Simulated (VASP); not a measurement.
Output of a VASP run:

### OSZICAR
```
       N       E                     dE             d eps       ncg     rms          rms(c)
DAV:   1     0.703931805118E+02    0.70393E+02   -0.70766E+03  8252   0.132E+03
DAV:   2    -0.143222227982E+02   -0.84715E+02   -0.78403E+02  8114   0.239E+02
DAV:   3    -0.161633738544E+02   -0.18412E+01   -0.17879E+01  9906   0.490E+01
DAV:   4    -0.161925102678E+02   -0.29136E-01   -0.29131E-01 11600   0.466E+00
DAV:   5    -0.161927029220E+02   -0.19265E-03   -0.19265E-03 10085   0.369E-01    0.148E+01
DAV:   6    -0.145041880921E+02    0.16885E+01   -0.13626E+01  8723   0.751E+01    0.732E+00
DAV:   7    -0.141060783980E+02    0.39811E+00   -0.18889E+00  8975   0.270E+01    0.386E+00
DAV:   8    -0.140899600975E+02    0.16118E-01   -0.21759E-02 10993   0.167E+00    0.192E+00
DAV:   9    -0.140741619739E+02    0.15798E-01   -0.55856E-03 11997   0.130E+00    0.629E-01
DAV:  10    -0.140747442777E+02   -0.58230E-03   -0.17102E-03 11105   0.611E-01    0.132E-01
DAV:  11    -0.140746844974E+02    0.59780E-04   -0.60228E-05 11195   0.106E-01    0.277E-02
DAV:  12    -0.140746810469E+02    0.34505E-05   -0.52048E-06  8834   0.237E-02    0.153E-02
DAV:  13    -0.140746801940E+02    0.85293E-06   -0.20233E-06  6420   0.222E-02
   1 F= -.14074680E+02 E0= -.14074782E+02  d E =-.140747E+02  mag=     3.2429
```

File OUTCAR:
```
------------------------ aborting loop because EDIFF is reached ----------------------------------------
  FORCE on cell =-STRESS in cart. coord.  units (eV):
  Direction    XX          YY          ZZ          XY          YZ          ZX
  --------------------------------------------------------------------------------------
  Total        0.0060766      0.0060766      0.0099411      0.0000000      0.0000000      0.0000000
  in kB        0.4505804      0.4505805      0.7371343      0.0000000      0.0000000      0.0000000
  external PRESSURE =       0.5460984 kB  Pullay stress =       0.0000000 kB
  volume of cell :       21.61
      direct lattice vectors                 reciprocal lattice vectors
     1.245139825 -2.156645671  0.000000000     0.401561326 -0.231841515  0.000000000
     1.245139825  2.156645671  0.000000000     0.401561326  0.231841515  0.000000000
     0.000000000  0.000000000  4.023199227     0.000000000  0.000000000  0.248558409
 POSITION                                       TOTAL-FORCE (eV/Angst)
 -----------------------------------------------------------------------------------
      1.24514      0.71888      1.00580         0.000000      0.000000      0.000000
      1.24514     -0.71888      3.01740        -0.000000     -0.000000      0.000000
 -----------------------------------------------------------------------------------
    total drift:                               -0.000023      0.000000     -0.000028
  FREE ENERGIE OF THE ION-ELECTRON SYSTEM (eV)
  ---------------------------------------------------
  free  energy   TOTEN  =       -14.0746801940 eV

  energy  without entropy=      -14.0749865180  energy(sigma->0) =      -14.07478230

 total charge

# of ion       s       p       d       tot
------------------------------------------
    1        0.492   0.525   7.262   8.278
    2        0.492   0.525   7.262   8.278
--------------------------------------------------
tot          0.983   1.050  14.524  16.557

 magnetization (x)

# of ion       s       p       d       tot
------------------------------------------
    1       -0.014  -0.053   1.707   1.640
    2       -0.014  -0.053   1.707   1.640
--------------------------------------------------
tot         -0.029  -0.106   3.415   3.280

 reached required accuracy - stopping structural energy minimisation
```
(Selected blocks of OUTCAR.)

### POSCAR
```
Co
1
    1.2451398255    -2.1566456711    -0.0000000000
    1.2451398255     2.1566456711     0.0000000000
   -0.0000000000     0.0000000000     4.0231992273
Co
2
Direct
  0.3333330000   0.6666670000   0.2500000000
  0.6666670000   0.3333330000   0.7500000000
```

**Question.** Reconstruct the remaining input files.

**Answer.** Several could match; the one computed here: the input of the run itself, PBE GGA, plane waves, VASP's PBE PAW potentials (set 64).

**INCAR**
```
SYSTEM = Co
PREC = Accurate
ENCUT = 400
EDIFF = 1E-6
NELM = 100
ALGO = Normal
LREAL = .FALSE.
LASPH = .TRUE.
ISMEAR = 1
SIGMA = 0.1
GGA = PE
LMAXMIX = 4
ISPIN = 2
MAGMOM = 1.6 1.6
LORBIT = 10
LWAVE = .FALSE.
LCHARG = .FALSE.
IBRION = 2
ISIF = 3
NSW = 60
EDIFFG = -0.01
```

### KPOINTS
```
Regular mesh
0
Gamma
15 15 8
0 0 0
```

POTCAR, in this order: Co (PBE.64 set). Program: vasp_std.

The compound is Co in the hcp structure. It was relaxed first. The start is the result of an earlier pass.
